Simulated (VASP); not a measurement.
Energy against volume of MgS (rock salt). Method: vdW-DF-cx, VASP's PBE PAW potentials (set 64) (plane waves; VASP). Numerical set-up: 520 eV cut-off, 9×9×9 Γ-centred mesh, Gaussian smearing of 0.050 eV, potentials Mg S.

```csv
V (Å³/atom),E (eV/atom)
17.002,-2.95926
17.528,-2.96357
18.054,-2.96020
18.580,-2.95026
```

Fit these four points and predict the energy of the run at 16.477 Å³/atom.

A cubic in V^(−2/3), the third-order Birch-Murnaghan form, passes through the four points with V0 = 17.55 Å³/atom and B0 = 77 GPa, and gives -2.9460 eV/atom there. The run gave -2.9461 eV/atom, -0.1 meV/atom from the fit; all five points give B0 = 77 GPa.

The compound is MgS in the rock salt structure. It was relaxed first.
